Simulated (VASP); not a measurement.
Output of a VASP run:

File OSZICAR:
```
       N       E                     dE             d eps       ncg     rms          rms(c)
DAV:   1     0.104522089484E+03    0.10452E+03   -0.10945E+04  2648   0.265E+03
DAV:   2    -0.757023236406E+00   -0.10528E+03   -0.10303E+03  2618   0.358E+02
DAV:   3    -0.572823628561E+01   -0.49712E+01   -0.49487E+01  2919   0.829E+01
DAV:   4    -0.580504151015E+01   -0.76805E-01   -0.76791E-01  3389   0.958E+00
DAV:   5    -0.580689952510E+01   -0.18580E-02   -0.18580E-02  3164   0.129E+00    0.984E+00
DAV:   6    -0.655534074795E+01   -0.74844E+00   -0.19968E+01  2872   0.613E+01    0.101E+01
DAV:   7    -0.487728376911E+01    0.16781E+01   -0.79330E+00  2625   0.454E+01    0.200E+00
DAV:   8    -0.485427832409E+01    0.23005E-01   -0.22333E-01  3107   0.556E+00    0.617E-01
DAV:   9    -0.484872366945E+01    0.55547E-02   -0.16841E-02  3555   0.216E+00    0.118E-01
DAV:  10    -0.484847418356E+01    0.24949E-03   -0.55626E-04  3402   0.350E-01    0.627E-02
DAV:  11    -0.484846512764E+01    0.90559E-05   -0.70150E-05  3552   0.148E-01    0.118E-02
DAV:  12    -0.484846460283E+01    0.52481E-06   -0.34047E-06  3235   0.309E-02    0.191E-03
DAV:  13    -0.484846449515E+01    0.10768E-06   -0.32163E-07  2697   0.841E-03    0.104E-03
DAV:  14    -0.484846446296E+01    0.32185E-07   -0.46838E-08  1463   0.393E-03
   1 F= -.48484645E+01 E0= -.48488150E+01  d E =0.105147E-02
```

### OUTCAR
```
------------------------ aborting loop because EDIFF is reached ----------------------------------------
  FORCE on cell =-STRESS in cart. coord.  units (eV):
  Direction    XX          YY          ZZ          XY          YZ          ZX
  --------------------------------------------------------------------------------------
  Total        0.8690217      0.8690217      0.8690217      0.0000000     -0.0000000      0.0000000
  in kB       61.5985832     61.5985832     61.5985832      0.0000000     -0.0000000      0.0000000
  external PRESSURE =      61.5985832 kB  Pullay stress =       0.0000000 kB
  volume of cell :       22.60
      direct lattice vectors                 reciprocal lattice vectors
     2.827418880  0.000000000  0.000000000     0.353679466  0.000000000  0.000000000
     0.000000000  2.827418880  0.000000000     0.000000000  0.353679466  0.000000000
     0.000000000  0.000000000  2.827418880     0.000000000  0.000000000  0.353679466
 POSITION                                       TOTAL-FORCE (eV/Angst)
 -----------------------------------------------------------------------------------
      1.41371      1.41371      1.41371         0.000000      0.000000      0.000000
      0.00000      0.00000      0.00000         0.000000      0.000000      0.000000
 -----------------------------------------------------------------------------------
    total drift:                                0.000000      0.000000     -0.000000
  FREE ENERGIE OF THE ION-ELECTRON SYSTEM (eV)
  ---------------------------------------------------
  free  energy   TOTEN  =        -4.8484644630 eV

  energy  without entropy=       -4.8495159337  energy(sigma->0) =       -4.84881495
```
(Selected blocks of OUTCAR.)

### POSCAR
```
CoGa
1
    2.8274188795     0.0000000000     0.0000000000
    0.0000000000     2.8274188795     0.0000000000
    0.0000000000     0.0000000000     2.8274188795
Ga Co
1 1
Direct
  0.5000000000   0.5000000000   0.5000000000
  0.0000000000   0.0000000000   0.0000000000
```

Problem. Write an INCAR and KPOINTS that could have produced this output.

Solution. Several could match; the one computed here: the input of the run itself, optB86b-vdW, plane waves, VASP's PBE PAW potentials (set 64).

**KPOINTS**
```
Automatic
0
gamma
13 13 13
0 0 0
```

**INCAR**
```
AGGAC  =  0.0
ALGO  =  Normal
EDIFF  =  1E-7
ENCUT  =  520
GGA  =  MK
ISIF  =  2
ISMEAR  =  1
LASPH  =  .TRUE.
LCHARG  =  .FALSE.
LMAXMIX  =  4
LREAL  =  .FALSE.
LUSE_VDW  =  .TRUE.
LWAVE  =  .FALSE.
NELM  =  100
PARAM1  =  0.1234
PARAM2  =  1.0
PREC  =  Accurate
SIGMA  =  0.1
SYSTEM  =  CoGa
```

POTCAR, in this order: Ga_d Co (PBE.64 set). Program: vasp_std.

The compound is CoGa in the CsCl type structure. This cell is one point of a volume scan, at 0.97 of the reference volume. The run is not spin-polarised, so no magnetic state was tried.
